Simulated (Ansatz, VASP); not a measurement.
# NaCaF3 in two plane-wave programs

One calculation is typed for both programs; each brings its own data sets. How far apart do they land? The cell is generated by rule, not measured, and may not be a known phase. Of the first pair: The cell is taken from a series of runs on this material, whose earlier steps may have relaxed, scaled, displaced or heated it; both programs get it as it stands.

Main program and level: Ansatz 0.2.0; plane waves, with VASP 6.6.1 beside it; relaxation of cell and atoms at PBE with D3(BJ).

## (1) The structure

The structure is cubic, space group Pm-3m (No. 221). The conventional cell has a = 4.398 Å, b = 4.398 Å, c = 4.398 Å, α = 90.00°, β = 90.00°, γ = 90.00°. Nearest to Na lie 12 F at 3.11 Å. Nearest to Ca lie 6 F at 2.20 Å. Nearest to F lie 2 Ca at 2.20 Å. Farther neighbours and most contacts between anions are not listed.

As a file:

```
Na Ca F
1.0
     4.39778    0.00000    0.00000
     0.00000    4.39778    0.00000
     0.00000    0.00000    4.39778
Na Ca F
1 1 3
Direct
  0.00000 0.00000 0.00000
  0.50000 0.50000 0.50000
  0.00000 0.50000 0.50000
  0.50000 0.00000 0.50000
  0.50000 0.50000 0.00000
```

## (2) VASP: relaxation of cell and atoms, PBE with D3(BJ), pair 1

The relaxed volume is the usual yardstick between codes: in a stiff, nearly cubic crystal its relative difference is about their pressure difference at one cell divided by the bulk modulus.

Lines of VASP's logs that name or quote its potential files are left out, and so is its time.

INCAR reads:

```
SYSTEM = NaCaF3
PREC = Accurate
ENCUT = 600
EDIFF = 1E-07
NELM = 120
ISMEAR = 0
SIGMA = 0.01
LREAL = .FALSE.
ALGO = Normal
GGA = PE
IVDW = 12
NBANDS = 25
LORBIT = 11
LWAVE = .FALSE.
LCHARG = .FALSE.
ISIF = 3
IBRION = 2
NSW = 80
EDIFFG = -0.005
LASPH = .TRUE.
GGA_COMPAT = .FALSE.
NELMIN = 4
EFERMI = MIDGAP
KPAR = 2
```

POSCAR reads:

```
NaCaF3
1.0
    4.3977830000      0.0000000000      0.0000000000
    0.0000000000      4.3977830000      0.0000000000
    0.0000000000      0.0000000000      4.3977830000
Na Ca F
1 1 3
Direct
    0.0000000000      0.0000000000      0.0000000000
    0.5000000000      0.5000000000      0.5000000000
    0.0000000000      0.5000000000      0.5000000000
    0.5000000000      0.0000000000      0.5000000000
    0.5000000000      0.5000000000      0.0000000000
```

KPOINTS reads:

```
Automatic mesh
0
Gamma
6 6 6
0 0 0
```

PAW data sets: Na_pv, Ca_sv and F (PBE family, release 64).

On the command line:

```
> mpirun -np 2 vasp_std
```

Numbers of over 12 decimals in the logs are rounded to 6 here.

The program printed:

```text
[banner, memory and clock lines left out]
running    2 mpi-ranks, on    1 nodes
 distrk:  each k-point on    1 cores,    2 groups
 distr:  one band on    1 cores,    1 groups

 POSCAR found type information on POSCAR NaCaF
 POSCAR found :  3 types and       5 ions
 LDA part: xc-table for (Slater+PW92), standard interpolation
 POSCAR, INCAR and KPOINTS ok, starting setup
 FFT: planning ... GRIDC
 FFT: planning ... GRID_SOFT
 FFT: planning ... GRID
 WAVECAR not read
 entering main loop
       N       E                     dE             d eps       ncg     rms          rms(c)
DAV:   1     0.463752412729E+03    0.46375E+03   -0.21879E+04  1032   0.176E+03
DAV:   2     0.158129351536E+02   -0.44794E+03   -0.43338E+03  1197   0.472E+02
DAV:   3    -0.255952572423E+02   -0.41408E+02   -0.41258E+02  1099   0.152E+02
DAV:   4    -0.281432972451E+02   -0.25480E+01   -0.25442E+01  1882   0.288E+01
DAV:   5    -0.281786207378E+02   -0.35323E-01   -0.35321E-01  1176   0.248E+00    0.101E+01
DAV:   6    -0.252812586844E+02    0.28974E+01   -0.12237E+01  1063   0.206E+01    0.384E+00
DAV:   7    -0.251120385872E+02    0.16922E+00   -0.45364E-01  1562   0.590E+00    0.213E+00
DAV:   8    -0.249865233534E+02    0.12552E+00   -0.21275E-01  1494   0.915E+00    0.359E-01
DAV:   9    -0.249869364167E+02   -0.41306E-03   -0.34010E-02  1142   0.144E+00    0.220E-01
DAV:  10    -0.249871880985E+02   -0.25168E-03   -0.22263E-03  1230   0.419E-01    0.362E-02
DAV:  11    -0.249871385528E+02    0.49546E-04   -0.36000E-04  1311   0.205E-01    0.236E-02
DAV:  12    -0.249871528739E+02   -0.14321E-04   -0.81342E-05  1493   0.570E-02    0.964E-03
DAV:  13    -0.249871527067E+02    0.16723E-06   -0.31685E-06  1285   0.180E-02    0.364E-03
DAV:  14    -0.249871524786E+02    0.22812E-06   -0.13485E-06  1209   0.823E-03    0.595E-04
DAV:  15    -0.249871524719E+02    0.66875E-08   -0.97093E-08   794   0.230E-03
   1 F= -.25612281E+02 E0= -.25612281E+02  d E =-.256123E+02
 curvature:   0.00 expect dE= 0.000E+00 dE for cont linesearch  0.000E+00
 trial: gam= 0.00000 g(F)=  0.000E+00 g(S)=  0.150E-03 ort = 0.000E+00 (trialstep = 0.100E+01)
 search vector abs. value=  0.150E-03
 bond charge predicted
       N       E                     dE             d eps       ncg     rms          rms(c)
DAV:   1    -0.249900900386E+02   -0.29376E-02   -0.34008E-02  1177   0.177E+00    0.310E-01
DAV:   2    -0.249886559432E+02    0.14341E-02   -0.68873E-03  1028   0.578E-01    0.780E-02
DAV:   3    -0.249885398330E+02    0.11611E-03   -0.27710E-04  1296   0.183E-01    0.407E-02
DAV:   4    -0.249885065419E+02    0.33291E-04   -0.15772E-04  1740   0.987E-02    0.128E-02
DAV:   5    -0.249885066239E+02   -0.82011E-07   -0.90308E-06  1237   0.193E-02    0.118E-02
DAV:   6    -0.249885046162E+02    0.20077E-05   -0.26607E-06  1292   0.168E-02    0.256E-03
DAV:   7    -0.249885035062E+02    0.11099E-05   -0.15247E-06  1522   0.113E-02    0.343E-03
DAV:   8    -0.249885035115E+02   -0.52396E-08   -0.79501E-08   717   0.185E-03
   2 F= -.25612367E+02 E0= -.25612367E+02  d E =-.860421E-04
 trial-energy change:   -0.000086  1 .order   -0.000083   -0.000150   -0.000015
 step:   1.0927(harm=  1.1085)  dis= 0.00000  next Energy=   -25.612368 (dE=-0.867E-04)
 reached required accuracy - stopping structural energy minimisation
```

OUTCAR, selected parts (step 2):

```text
ion  position               nearest neighbor table
   1  0.000  0.000  0.000-
   2  0.500  0.500  0.500-   3 2.20   4 2.20   5 2.20   5 2.20   4 2.20   3 2.20
   3  0.000  0.500  0.500-   2 2.20   2 2.20
   4  0.500  0.000  0.500-   2 2.20   2 2.20
   5  0.500  0.500  0.000-   2 2.20   2 2.20

  LATTYP: Found a simple cubic cell.
 ALAT       =     4.3977830000

 Subroutine GETGRP returns: Found 48 space group operations
 (whereof 48 operations were pure point group operations)

The static configuration has the point symmetry O_h .

 Found     20 irreducible k-points:

   k-points           NKPTS =     20   k-points in BZ     NKDIM =     20   number of bands    NBANDS=     25

   dimension x,y,z NGX =    36 NGY =   36 NGZ =   36
   dimension x,y,z NGXF=    72 NGYF=   72 NGZF=   72

   ENCUT  =  600.0 eV  44.10 Ry    6.64 a.u.   8.78  8.78  8.78*2*pi/ulx,y,z

   NELECT =      38.0000    total number of electrons

 k-points in reciprocal lattice and weights: Automatic mesh
   0.00000000  0.00000000  0.00000000       0.005
   0.16666667  0.00000000  0.00000000       0.028
   0.33333333  0.00000000  0.00000000       0.028
   0.50000000  0.00000000  0.00000000       0.014
   0.16666667  0.16666667  0.00000000       0.056
   0.33333333  0.16666667  0.00000000       0.111
   0.50000000  0.16666667  0.00000000       0.056
   0.33333333  0.33333333  0.00000000       0.056
   0.50000000  0.33333333  0.00000000       0.056
[...]
0.50000000  0.50000000  0.33333333       0.028
   0.50000000  0.50000000  0.50000000       0.005

 Edisp (eV)   -0.62513

 average (electrostatic) potential at core
       1 -49.6982       2 -46.4585       3 -78.1426       4 -78.1426       5 -78.1426

 E-fermi :  -0.0358

 k-point     1 :       0.0000    0.0000    0.0000
  band No.  band energies     occupation
    ...
     15      -2.9638      2.00000
     16      -2.9638      2.00000
     17      -2.7171      2.00000
     18      -2.7171      2.00000
     19      -2.7171      2.00000
     20       2.4896      0.00000
     21       6.8553      0.00000
     22       6.8553      0.00000
     23       6.8553      0.00000
     24       8.2277      0.00000
    ...

 k-point     2 :       0.1667    0.0000    0.0000
  band No.  band energies     occupation
    ...
     15      -3.0070      2.00000
     16      -2.9923      2.00000
     17      -2.9909      2.00000
     18      -2.7363      2.00000
     19      -2.7363      2.00000
     20       2.8243      0.00000
     21       6.8884      0.00000
     22       6.9611      0.00000
     23       6.9611      0.00000
     24       7.8343      0.00000
    ...

 k-point     3 :       0.3333    0.0000    0.0000
  band No.  band energies     occupation
    ...
     15      -3.1315      2.00000
     16      -3.1315      2.00000
     17      -3.0444      2.00000
     18      -2.7599      2.00000
     19      -2.7599      2.00000
     20       3.6840      0.00000
     21       6.5094      0.00000
     22       6.9567      0.00000
     23       7.1595      0.00000
     24       7.1595      0.00000
    ...

 Edisp (eV)   -0.62386

  Total       0.00705     0.00705     0.00705     0.00000     0.00000    -0.00000
  in kB       0.13262     0.13262     0.13262     0.00000     0.00000    -0.00000
  external pressure =        0.13 kB  Pullay stress =        0.00 kB

  energy-cutoff  :      600.00
  volume of cell :       85.23
      direct lattice vectors                 reciprocal lattice vectors
     4.400840863  0.000000000 -0.000000000     0.227229303 -0.000000000 -0.000000000
     0.000000000  4.400840863  0.000000000    -0.000000000  0.227229303 -0.000000000
     0.000000000  0.000000000  4.400840863     0.000000000 -0.000000000  0.227229303

 POSITION                                       TOTAL-FORCE (eV/Angst)
 -----------------------------------------------------------------------------------
      0.00000      0.00000      0.00000        -0.000000     -0.000000      0.000000
      2.20042      2.20042      2.20042         0.000000      0.000000      0.000000
      0.00000      2.20042      2.20042         0.000000      0.000000      0.000000
      2.20042      0.00000      2.20042         0.000000      0.000000      0.000000
      2.20042      2.20042      0.00000        -0.000000     -0.000000      0.000000
 -----------------------------------------------------------------------------------
    total drift:                                0.000000      0.000000      0.000000

  FREE ENERGIE OF THE ION-ELECTRON SYSTEM (eV)
  ---------------------------------------------------
  free  energy   TOTEN  =       -25.6123670417 eV

  energy  without entropy=      -25.6123670417  energy(sigma->0) =      -25.61236704

 reached required accuracy - stopping structural energy minimisation

 total charge
# of ion       s       p       d       tot
------------------------------------------
    1        0.012   5.952   0.000   5.964
    2        2.035   5.896   0.292   8.224
    3        1.729   4.372   0.000   6.101
    4        1.729   4.372   0.000   6.101
    5        1.729   4.372   0.000   6.101
--------------------------------------------------
tot          7.234  24.963   0.292  32.490

[... 3 further parts left out ...]
```

## (3) Ansatz: relaxation of cell and atoms, PBE with D3(BJ), pair 1

Ansatz runs on its default PAW (the set named soft_2) files.

The same cell, functional and mesh now go to Ansatz, which takes its cutoff from its data sets.

input.yaml reads:

```yaml
crystal:
  lattice:
    - [4.3977833632, 0.0, 0.0]
    - [0.0, 4.3977833632, 0.0]
    - [0.0, 0.0, 4.3977833632]
  atoms:
    - { symbol: Na, position: [0.0, 0.0, 0.0] }
    - { symbol: Ca, position: [0.5, 0.5, 0.5] }
    - { symbol: F, position: [0.0, 0.5, 0.5] }
    - { symbol: F, position: [0.5, 0.0, 0.5] }
    - { symbol: F, position: [0.5, 0.5, 0.0] }
kpoints:
  mp_grid: { grid: [6, 6, 6] }
hamiltonian:
  xc: pbe
  dispersion: d3bj
scf:
  occupations: { method: fixed }
output:
  forces: true
  stress: true
  eigenvalues: true
relax:
  adjacent_minimum: "off"
  f_tol: 0.001
  max_steps: 60
  cell: { stress_tol: 0.01 }
```

On the command line:

```
> ansatz run input.yaml --threads 4 --pin off --max-ram 7168MiB --backend cpu --events-out ev --progress --plain --runs-dir out
```

The program printed:

```text
Engine: ansatz 0.2.0, aarch64-unknown-linux-gnu
Pseudopotentials: kind: paw
Pseudopotential: Na, paw, valence charge 9, recommended cutoff 420 eV (normal), Na.paw.azcp
Pseudopotential: Ca, paw, valence charge 10, recommended cutoff 420 eV (normal), Ca.paw.azcp
Pseudopotential: F, paw, valence charge 7, recommended cutoff 420 eV (normal), F.paw.azcp
Functional definition: PBE
  parameter kappa = 0.804
  parameter beta = 0.066725
  exchange = pbe_x(kappa = kappa, mu = beta*pi^2/3)
  correlation = pbe_c(beta = beta)
Crystal: 5 atoms, lattice volume = 85.055 Å³
Basis set: ecut = 420 eV, 1743 PW (Γ), exchange–correlation on 60×60×60 points (8 copies of the dense FFT grid, shifted against one another)
Bands: 25, of which v1, the nominal top of the filled ones, is band 20 counted from 1 (19 counted from 0)
Symmetry: 48 space group operations
Space group: Pm-3m (ITA 221), of the structure as read, at distance tolerance 4.4e-5 Å
k-points: 20 of 216
Non-local potential: Na, projectors of the file, l = 0: 3, l = 1: 2, l = 2: 1
Non-local potential: Ca, projectors of the file, l = 0: 3, l = 1: 2, l = 2: 2
Non-local potential: F, projectors of the file, l = 0: 2, l = 1: 2, l = 2: 1
PAW form: soft (Blöchl's): semilocal exchange-correlation on the pseudo side does not see the compensation charge
PAW one-centre angular grid: Na, 110 points (default); XC on 64 Gauss nodes
PAW one-centre angular grid: Ca, 110 points (default); XC on 64 Gauss nodes
PAW one-centre angular grid: F, 110 points (default); XC on 64 Gauss nodes
Initial density: superposition of atomic densities (neutral atoms: chi_scale 0, normalization atom), corrected by the library's trained network
Initial wavefunctions: pseudopotential atomic-orbital guess
Functional: x = pbe(κ = 0.804, μ = 0.219515), c = pbe(β = 0.066725)
SCF iter   1: F=—  HF=-5736.961436 eV  |F-HF|=—  |Δ(HF+E_count)|=         —  Δρ=6.19e-4  dr2=2.08e-4  ethr=1.77e-3  ⟨swp⟩=4.8  Hψ=2198  notcnv=0  defer=47
preconditioner: auto → Resta (q_TF=auto, 2.406 Å⁻¹)  ε∞=2.6  [insulator: Δε(μ)=5.062 eV  Ē_g=19.089 eV  n_scr=18 (ndim 8)  ℏωp=24.2 eV  f_vac=0.245  ε∞_Penn≈2.6]
SCF iter   2: F=—  HF=-5736.961688 eV  |F-HF|=—  |Δ(HF+E_count)|=   2.51e-4  Δρ=3.17e-4  dr2=6.88e-5  ethr=5.20e-7  ⟨swp⟩=2.5  Hψ=1117  notcnv=0  defer=59
SCF iter   3: F=—  HF=-5736.963331 eV  |F-HF|=—  |Δ(HF+E_count)|=   1.64e-3  Δρ=2.04e-4  dr2=2.85e-5  ethr=1.72e-7  ⟨swp⟩=2.0  Hψ=908  notcnv=0  defer=53
SCF iter   4: F=—  HF=-5736.963343 eV  |F-HF|=—  |Δ(HF+E_count)|=   1.14e-5  Δρ=3.80e-5  dr2=1.45e-6  ethr=7.13e-8  ⟨swp⟩=2.0  Hψ=719  notcnv=0  defer=54
SCF iter   5: F=—  HF=-5736.963345 eV  |F-HF|=—  |Δ(HF+E_count)|=   2.40e-6  Δρ=1.31e-5  dr2=1.20e-7  ethr=3.63e-9  ⟨swp⟩=2.2  Hψ=669  notcnv=0  defer=57
SCF iter   6: F=-5736.963345 eV  HF=-5736.963345 eV  |F-HF|=4.15e-9  |Δ(HF+E_count)|=   3.47e-7  Δρ=2.21e-6  dr2=7.29e-9  ethr=2.50e-10  ⟨swp⟩=10.0  Hψ=2766  notcnv=0
SCF 1 converged in 6 iterations: F = -5736.963345 eV  dr2 = 7.29e-9
  greatest PAW one-centre occupation: 0.999 electrons in one spin orbital (limit 2), on the Na atom at site 0 (counted from 0), in its partial waves of l = 0
relax step   1: F+E_penalty+E_count = -5736.96334531 eV  Δ(F+E_penalty+E_count) = +0.000e0 eV  max|allowed force component| = 1.199e-28 eV/Å  Δτ_max = 0.0000 Å  P = +0.006 GPa  Ω = 85.055 Å³  (6 SCF iters, dr2 threshold 1.00e-7 eV, accepted)
Initial density: handed on by an earlier stage of this run
Initial wavefunctions: pseudopotential atomic-orbital guess (no wavefunctions were taken with the density)
iter 1 solved again at ethr=1.34e-8 eV; its pass at ethr=3.10e-3 eV (dr2=5.35e-6 eV) is discarded
SCF iter   1: F=—  HF=-5736.961876 eV  |F-HF|=—  |Δ(HF+E_count)|=         —  Δρ=3.10e-5  dr2=2.61e-7  ethr=1.34e-8  ⟨swp⟩=3.1  Hψ=3719  notcnv=0  defer=59
preconditioner: auto → Resta (q_TF=auto, 2.406 Å⁻¹)  ε∞=2.6  [insulator: Δε(μ)=5.069 eV  Ē_g=19.092 eV  n_scr=18 (ndim 8)  ℏωp=24.2 eV  f_vac=0.250  ε∞_Penn≈2.6]
SCF iter   2: F=—  HF=-5736.963345 eV  |F-HF|=—  |Δ(HF+E_count)|=   1.47e-3  Δρ=1.95e-5  dr2=1.40e-7  ethr=6.53e-10  ⟨swp⟩=3.0  Hψ=1091  notcnv=0  defer=46
SCF iter   3: F=—  HF=-5736.963345 eV  |F-HF|=—  |Δ(HF+E_count)|=   5.85e-9  Δρ=1.07e-5  dr2=3.28e-8  ethr=3.50e-10  ⟨swp⟩=2.4  Hψ=678  notcnv=0  defer=45
SCF iter   4: F=—  HF=-5736.963345 eV  |F-HF|=—  |Δ(HF+E_count)|=   1.59e-8  Δρ=6.77e-6  dr2=1.21e-8  ethr=8.21e-11  ⟨swp⟩=1.8  Hψ=586  notcnv=0  defer=46
SCF iter   5: F=—  HF=-5736.963345 eV  |F-HF|=—  |Δ(HF+E_count)|=   1.57e-8  Δρ=3.27e-7  dr2=7.80e-11  ethr=3.01e-11  ⟨swp⟩=2.0  Hψ=835  notcnv=0  defer=47
SCF iter   6: F=—  HF=-5736.963345 eV  |F-HF|=—  |Δ(HF+E_count)|=  8.28e-11  Δρ=6.44e-7  dr2=1.07e-10  ethr=1.00e-12  ⟨swp⟩=2.2  Hψ=791  notcnv=0  defer=47
SCF iter   7: F=—  HF=-5736.963345 eV  |F-HF|=—  |Δ(HF+E_count)|=  7.19e-11  Δρ=4.16e-7  dr2=4.27e-11  ethr=1.00e-12  ⟨swp⟩=1.0  Hψ=480  notcnv=0  defer=47
SCF iter   8: F=—  HF=-5736.963345 eV  |F-HF|=—  |Δ(HF+E_count)|=  3.46e-11  Δρ=2.56e-7  dr2=1.64e-11  ethr=1.00e-12  ⟨swp⟩=1.0  Hψ=480  notcnv=0  defer=47
SCF iter   9: F=—  HF=-5736.963345 eV  |F-HF|=—  |Δ(HF+E_count)|=  1.18e-11  Δρ=1.59e-7  dr2=6.36e-12  ethr=1.00e-12  ⟨swp⟩=1.0  Hψ=480  notcnv=0  defer=47
SCF iter  10: F=-5736.963345 eV  HF=-5736.963345 eV  |F-HF|=9.09e-13  |Δ(HF+E_count)|=  8.19e-12  Δρ=1.20e-9  dr2=7.50e-16  ethr=1.00e-12  ⟨swp⟩=10.2  Hψ=3203  notcnv=0
SCF 2 converged in 10 iterations: F = -5736.963345 eV  dr2 = 7.50e-16
relax step   2: F+E_penalty+E_count = -5736.96334531 eV  Δ(F+E_penalty+E_count) = -1.162e-9 eV  max|allowed force component| = 2.683e-28 eV/Å  Δτ_max = 0.0000 Å  P = +0.006 GPa  Ω = 85.055 Å³  stress off target by 5.61e-3 GPa  SCF on the basis re-selected at this cell (its energy is not comparable with the rows above)  (10 SCF iters)
basis re-selected at this cell: Δ(F+E_penalty+E_count) = -1.162e-9 eV, ΔP = +0.000 GPa vs the last step (what re-selecting the basis moved, of the pressure what is left beyond the Pulay correction that the steps carried, after the strain that the cell walked since its last selection, with what the two solves' SCF thresholds leave and, on support functions, any second-order correction that the steps lacked; it is no m [...]
SCF converged after 10 iterations
Free energy (F): -5736.963345 eV
Harris-Foulkes:  -5736.963345 eV  (|F-HF|=9.09e-13)
Internal energy: -5736.963345 eV  (E = F + TS)
E sigma→0 (E₀):  -5736.963345 eV
Fermi energy:    0.415840 eV
--- Per-component energies (eV) ---
  E_band       = -506.116193
  E_kinetic    = 1022.220239
  E_local      = -4004.976862  (includes V_loc(G=0)·N_el)
  E_nonlocal   = 398.549860
  E_hartree    = 1456.337943
  E_xc         = -418.493074
  E_vxc        = -531.754183  (∫ρ·V_xc dr)
  E_paw        = -1723.245077  (= ΣΔE_a)
  E_vpaw       = -302.837097  (= ΣTr[D̂ρ^β])
  E_aug_tail   = 0.005964  (compensation charges beyond the density's cutoff)
  E_ewald      = -2466.737043
  E_disp       = -0.625295  (pairwise vdW)
  E_smearing   = -0.000000  (= −TS)
  E_closure    = -0.000000  (closes the sum)
  Σ components = -5736.963345   (vs F -5736.963345, Δ=0.00e0)
--- Forces (eV/Å), atoms counted from 1 ---
  atom   1  Na     0.00000000    -0.00000000     0.00000000
  atom   2  Ca    -0.00000000     0.00000000     0.00000000
  atom   3  F     -0.00000000     0.00000000     0.00000000
  atom   4  F     -0.00000000     0.00000000    -0.00000000
  atom   5  F     -0.00000000     0.00000000    -0.00000000
  max |Σ_I F_I| component: 7.20e-28 eV/Å
--- Stress (GPa, compression-positive) ---
        0.005615       0.000000       0.000000
        0.000000       0.005615       0.000000
        0.000000       0.000000       0.005615
  P = ⅓ Tr σ = 0.0056 GPa (0.056 kbar)
--- Band table (eV; the first three rows and the last of 20) ---
  k-point 0: bands = [... 16 lower, 0.0104, 0.2549, 0.2549, 0.2549, 5.4838, 9.8434, 9.8434, 9.8434, ... 1 higher]
  k-point 1: bands = [... 16 lower, -0.0185, -0.0162, 0.2359, 0.2359, 5.8187, 9.8764, 9.9494, 9.9494, ... 1 higher]
  k-point 2: bands = [... 16 lower, -0.1566, -0.0698, 0.2123, 0.2123, 6.6790, 9.5100, 9.9447, 10.1485, ... 1 higher]
  k-point 19: bands = [... 16 lower, -0.9526, 0.4158, 0.4158, 0.4158, 8.8297, 10.3561, 10.3561, 10.3561, ... 1 higher]
--- Relaxed structure (1 steps of the walk, 1 accepted, 1 SCFs on fresh bases) ---
  F+E_penalty+E_count = -5736.96334531 eV   max|allowed force component| = 2.683e-28 eV/Å   (the final SCF, on the basis selected at the relaxed cell)
  cell:  # Å, volume = 85.0553 Å³
    - [4.3977833632, 0.0, 0.0]
    - [0.0, 4.3977833632, 0.0]
    - [0.0, 0.0, 4.3977833632]
  atoms:
    - { symbol: Na, position: [0.0, 0.0, 0.0] }
    - { symbol: Ca, position: [0.500000, 0.500000, 0.500000] }
    - { symbol: F, position: [0.0, 0.500000, 0.500000] }
    - { symbol: F, position: [0.500000, 0.0, 0.500000] }
    - { symbol: F, position: [0.500000, 0.500000, 0.0] }
```

## (4) Side by side

Known differences besides the potentials themselves: fixed occupations in Ansatz, narrow Gaussian smearing in VASP; the data sets hold 40 valence electrons in Ansatz (on its default PAW (the set named soft_2) files) and 38 in VASP; the cutoff is 420 eV in Ansatz and 600 eV in VASP; Ansatz adds a Pulay correction to the stress that steers its cell, VASP none. Total energies have different zeros and are not compared.

Compared:

```tsv
quantity	Ansatz	VASP	difference
volume (Å³)	85.06	85.23	-0.21 %
edge a after relaxation, in the typed setting (Å)	4.398	4.401	-0.07 %
```

(Continued in part 2 of 2.)

[Lines on the potential files, build, host, timing and source positions are cut from VASP's logs without a mark.]

[Logs are printed without paths, hosts, clocks, repeated set-up lines and the standing remarks that a program may print on its own settings, such as how far it seeks lower states.]

[Hosts, paths, dates, database ids (printed as entryN), source tags and the programs' standing remarks are cut or masked in the printed files.]
